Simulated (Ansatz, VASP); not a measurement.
## Two plane-wave programs on ReTe3

INCAR

```
PREC = Accurate
ENCUT = 520
EDIFF = 1E-7
ISMEAR = 0
SIGMA = 0.1
LREAL = F
LASPH = T
NELM = 60
ALGO = Normal
ISIF = 2
LWAVE = F
LCHARG = F
GGA = PE
NBANDS = 20
```

File KPOINTS:

```
regular mesh
0
Gamma
  4 4 6
```

POSCAR

```
ReTe3
1.0
    3.4222347100     -4.6618642000      0.0000000000
    3.4222347100      4.6618642000      0.0000000000
    0.0000000000      0.0000000000      3.3617122400
Re Te
1 3
Direct
    0.0000000000      0.0000000000      0.0000000000
    0.5000000000      0.5000000000      0.0000000000
    0.0000000000      0.5000000000      0.5000000000
    0.5000000000      0.0000000000      0.5000000000
```

Input for Ansatz:

```yaml
crystal:
  lattice:
    - [3.42223471, -4.6618642, 0.0]
    - [3.42223471, 4.6618642, 0.0]
    - [0.0, 0.0, 3.36171224]
  atoms:
    - { symbol: Re, position: [0.0, 0.0, 0.0] }
    - { symbol: Te, position: [0.5, 0.5, 0.0] }
    - { symbol: Te, position: [0.0, 0.5, 0.5] }
    - { symbol: Te, position: [0.5, 0.0, 0.5] }
basis:
  ecutwfc: 420
kpoints:
  mp_grid: { grid: [4, 4, 6] }
hamiltonian:
  xc: pbe
scf:
  occupations: { method: gaussian, width: 0.1 }
  lower_state_search: "off"
output:
  forces: true
  stress: true
  eigenvalues: true
```

Change from the starting cell: species swapped into the CdPt3 type (Cmmm, No. 65).

Alike in both runs: task single point; functional PBE; k mesh 4 × 4 × 6; occupations gaussian, width 0.1 eV; no spin polarisation.

|  | VASP | Ansatz |
| --- | --- | --- |
| version | VASP 6.6.1 | Ansatz 0.2.0 |
| potentials or method | VASP PAW PBE potentials, release 64 (Re, Te) | scalar-relativistic, plane waves, PAW |
| plane-wave cutoff (eV) | 520 | 420 |
| valence electrons in the cell | 25 | 63 |

```tsv
	VASP	Ansatz	Ansatz less VASP
gap on the k mesh at the Fermi level (eV)	none	none	-
pressure (GPa)	-9.5	-9.4	+0.12
largest component of the traceless stress (GPa)	3.43	3.38	-0.043
```

A gap of «none» marks a metal or a gap that the smearing closes. The two sets of potentials don't hold the same shells in valence.

Spin-orbit coupling is left out, which matters for the levels of Re, Te.
